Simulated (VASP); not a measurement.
Data:

```
CELL_PARAMETERS angstrom
     -3.17937     3.18908     3.17937
      3.18908    -3.17937     3.17937
      1.58483     1.58483    -1.58483
ATOMIC_POSITIONS crystal
  W  0.00000 0.00000 0.00000
  W  0.00000 0.50000 0.00000
  W  0.50000 0.00000 0.00000
  Nb 0.50000 0.50000 0.00000
```

Computed with PBEsol GGA, VASP's PBE PAW potentials (set 64) (plane waves; VASP). Run with 400 eV cut-off, 8×8×15 Γ-centred mesh, tetrahedra with Blöchl corrections, potentials W_sv Nb_sv.

The cores are frozen, which limits the accuracy of field gradients.

Give the principal components of the electric field gradient (V/Å²) and the asymmetry η at each nucleus.

```tsv
atom	Vxx	Vyy	Vzz	η
W1	-64.3	-19.1	83.4	0.54
W2	-64.3	-19.1	83.4	0.54
W3	-64.3	-19.1	83.4	0.54
Nb4	-19.8	-19.8	39.6	0.00
```

The structure was generated: NbW3 was put into an ordered model structure (R-3m), which need not be its known phase. It was relaxed first.
